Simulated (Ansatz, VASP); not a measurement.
# NaWSe3 in VASP and in Ansatz

```xyz
5
Lattice="2.8003 -3.5636 0.0000 2.8003 3.5636 0.0000 0.0000 0.0000 5.9118" Properties=species:S:1:pos:R:3 pbc="T T T"
Na    2.8003    0.0000    2.9559
W     0.0000    0.0000    0.0000
Se    2.8003   -1.1353    0.0000
Se    2.8003    1.1353    0.0000
Se    0.0000    0.0000    2.9559
```

Alike in both runs: task single point; functional PBE; k mesh 4 × 4 × 4; occupations gaussian, width 0.1 eV; no spin polarisation.

```csv
,VASP,Ansatz
version,VASP 6.6.1,Ansatz 0.2.0
potentials or method,"VASP PAW PBE potentials, release 64 (Na_pv, W_sv, Se)","scalar-relativistic, plane waves, PAW"
plane-wave cutoff (eV),520,420
valence electrons in the cell,39,71
```

|  | VASP | Ansatz | Ansatz less VASP |
| --- | --- | --- | --- |
| gap on the k mesh at the Fermi level (eV) | none | none | - |
| pressure (GPa) | 1.8 | 1.7 | -0.12 |
| largest component of the traceless stress (GPa) | 19.81 | 19.69 | -0.125 |
| rms of the force components (eV/Å) | 1.149 | 1.148 | -0.0015 |

Atom by atom the forces differ by 0.001 eV/Å (rms over components). A gap of «none» marks a metal or a gap that the smearing closes. The two sets of potentials don't hold the same shells in valence.

Caveats: forces of over 1 eV/Å show positions far from the minimum, so gaps and moduli don't describe the material at rest. The runs have no spin-orbit coupling, so splittings on W are missing.
